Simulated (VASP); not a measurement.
The system is Sb.

```
CELL_PARAMETERS angstrom
2.15420 1.24373 3.75800
-2.15420 1.24373 3.75800
0.00000 -2.48746 3.75800
ATOMIC_POSITIONS crystal
Sb 0.23349 0.23349 0.23349
Sb 0.76651 0.76651 0.76651
```

- Program: VASP 6.6.1
- Task: relaxation of cell and atoms
- Functional: PBEsol
- Potentials or basis: VASP PAW PBE potentials, release 64 (Sb)
- Cutoff: 600 eV
- k mesh: 9 × 9 × 9
- Occupations: gaussian, width 0.03 eV
- Spin: no spin polarisation

At the start: pressure 0.3 GPa; volume 30.21 Å³/atom.

Question: How do energy, volume and symmetry change on relaxing?

Answer: Over 7 steps the energy falls by 2.7 meV/atom and the volume is 29.96 Å³/atom (-0.8 %); space group R-3m (No. 166, to 0.05 Å).

The path:
```csv
step,energy change (eV),largest force (eV/Å),pressure (GPa),volume (Å³)
1,0.0000,0.1718,0.28,60.41
2,-0.0023,0.0548,-0.43,60.88
3,-0.0023,0.0501,-0.44,60.90
4,-0.0044,0.0278,-0.24,60.43
5,-0.0053,0.0067,0.00,59.96
6,-0.0053,0.0021,0.06,59.85
7,-0.0053,0.0092,-0.04,59.92
```

Final structure:
```
CELL_PARAMETERS angstrom
2.16395 1.24936 3.69371
-2.16395 1.24936 3.69371
0.00000 -2.49871 3.69371
ATOMIC_POSITIONS crystal
Sb 0.23576 0.23576 0.23576
Sb 0.76424 0.76424 0.76424
```

Caveat: the PAW data sets were made with another functional, which shifts forces and pressure a little.
